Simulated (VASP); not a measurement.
Output of a VASP run:

### OSZICAR
```
       N       E                     dE             d eps       ncg     rms          rms(c)
DAV:   1    -0.942734927953E+01   -0.94273E+01   -0.24274E+03  2448   0.211E+02
DAV:   2    -0.248274116261E+02   -0.15400E+02   -0.14896E+02  3088   0.510E+01
DAV:   3    -0.253309636467E+02   -0.50355E+00   -0.50196E+00  3024   0.731E+00
DAV:   4    -0.253331903642E+02   -0.22267E-02   -0.22266E-02  2728   0.508E-01
DAV:   5    -0.253332149485E+02   -0.24584E-04   -0.24584E-04  3064   0.546E-02    0.650E+00
DAV:   6    -0.238341236305E+02    0.14991E+01   -0.33330E-01  2464   0.185E+00    0.359E+00
DAV:   7    -0.238272568029E+02    0.68668E-02   -0.64150E-01  2560   0.271E+00    0.501E-01
DAV:   8    -0.240958493029E+02   -0.26859E+00   -0.19536E-01  2536   0.162E+00    0.403E-01
DAV:   9    -0.236951752619E+02    0.40067E+00   -0.19215E-01  2432   0.142E+00    0.222E-01
DAV:  10    -0.237106759856E+02   -0.15501E-01   -0.22443E-02  2680   0.768E-01    0.458E-02
DAV:  11    -0.237111143963E+02   -0.43841E-03   -0.10599E-03  2816   0.130E-01    0.418E-02
DAV:  12    -0.237096171358E+02    0.14973E-02   -0.67466E-04  2496   0.145E-01    0.511E-02
DAV:  13    -0.237102679345E+02   -0.65080E-03   -0.66736E-04  2760   0.997E-02    0.750E-03
DAV:  14    -0.237101558523E+02    0.11208E-03   -0.21792E-05  2728   0.232E-02    0.517E-03
DAV:  15    -0.237101555800E+02    0.27233E-06   -0.15734E-06  2776   0.510E-03    0.733E-03
DAV:  16    -0.237101584242E+02   -0.28443E-05   -0.12474E-05  2512   0.159E-02    0.261E-03
DAV:  17    -0.237101579324E+02    0.49181E-06   -0.15365E-06  2944   0.543E-03    0.160E-03
DAV:  18    -0.237101582682E+02   -0.33575E-06   -0.17269E-07  2600   0.208E-03    0.149E-03
DAV:  19    -0.237101582182E+02    0.49947E-07   -0.46864E-08  2576   0.915E-04
   1 F= -.23710158E+02 E0= -.23710158E+02  d E =-.263814E-20
 imaginary and real dielectric function
```

OUTCAR:
```
------------------------ aborting loop because EDIFF is reached ----------------------------------------
  FORCE on cell =-STRESS in cart. coord.  units (eV):
  Direction    XX          YY          ZZ          XY          YZ          ZX
  --------------------------------------------------------------------------------------
  Total       -0.1077655     -0.1077655     -0.0678507      0.0000000      0.0000000      0.0000000
  in kB       -2.8971555     -2.8971555     -1.8240901      0.0000000      0.0000000      0.0000000
  external PRESSURE =      -2.5394671 kB  Pullay stress =       0.0000000 kB
  volume of cell :       59.60
      direct lattice vectors                 reciprocal lattice vectors
     4.468266980  0.000000000  0.000000000     0.223800414  0.000000000  0.000000000
     0.000000000  4.468266980  0.000000000     0.000000000  0.223800414  0.000000000
     0.000000000  0.000000000  2.984973564     0.000000000  0.000000000  0.335011342
 POSITION                                       TOTAL-FORCE (eV/Angst)
 -----------------------------------------------------------------------------------
      0.00000      0.00000      0.00000        -0.000000     -0.000000      0.000000
      2.23413      2.23413      1.49249        -0.000000     -0.000000      0.000000
      1.36030      1.36030      0.00000         0.006282      0.006282      0.000000
      3.59443      0.87384      1.49249         0.006282     -0.006282     -0.000000
      0.87384      3.59443      1.49249        -0.006282      0.006282      0.000000
      3.10797      3.10797      0.00000        -0.006282     -0.006282     -0.000000
 -----------------------------------------------------------------------------------
    total drift:                                0.000000      0.000000     -0.000000
  FREE ENERGIE OF THE ION-ELECTRON SYSTEM (eV)
  ---------------------------------------------------
  free  energy   TOTEN  =       -23.7101582182 eV

  energy  without entropy=      -23.7101582182  energy(sigma->0) =      -23.71015822

 plasma frequency squared (from intraband transitions) (eV^2)
  --------------------------------------------------------------------------------------
       0.000       0.000       0.000
       0.000       0.000       0.000
       0.000       0.000       0.000

 plasma frequency squared (from interband transitions, int dw w eps(2)(w)) (eV^2)
  --------------------------------------------------------------------------------------
     178.046       0.000      -0.000       0.000       0.000       0.000
      -0.000      -0.000     178.046       0.000       0.000       0.000
       0.000       0.000       0.000       0.000     181.891       0.000
```
(Selected blocks of OUTCAR.)

**POSCAR**
```
MgH2
1
    4.4682669800    -0.0000000000     0.0000000000
   -0.0000000000     4.4682669800     0.0000000000
    0.0000000000     0.0000000000     2.9849735638
Mg H
2 4
Direct
  0.0000000000   0.0000000000   0.0000000000
  0.5000000000   0.5000000000   0.5000000000
  0.3044346230   0.3044346230   1.0000000000
  0.8044346230   0.1955653770   0.5000000000
  0.1955653770   0.8044346230   0.5000000000
  0.6955653770   0.6955653770   0.0000000000
```

Question: Write an INCAR and KPOINTS that could have produced this output.

Answer: This is not unique; one that fits is the input of the run itself, r2SCAN meta-GGA, plane waves, VASP's PBE PAW potentials (set 64).

INCAR:
```
! general
SYSTEM   =  MgH2
PREC     =  Accurate
ENCUT    =  400
LREAL    =  .FALSE.
LASPH    =  .TRUE.   ! aspherical one-centre terms
NBANDS   =  24

! electronic loop
EDIFF    =  1E-7   ! SCF stop (eV)
NELM     =  100   ! most electronic steps
ALGO     =  Normal
LMIXTAU  =  .TRUE.

! smearing
ISMEAR   =  0
SIGMA    =  0.01   ! width (eV)

! functional
METAGGA  =  R2SCAN

! output
LWAVE    =  .FALSE.
LCHARG   =  .FALSE.
NEDOS    =  1001

! other
LOPTICS  =  .TRUE.
LPEAD    =  .TRUE.
CSHIFT   =  0.1
```

### KPOINTS
```
Automatic mesh
0
Gamma
6 6 9
0 0 0
```

POTCAR, in this order: Mg H (PBE.64 set). Program: vasp_std.

The compound is MgH2 in the rutile structure. It was relaxed first.
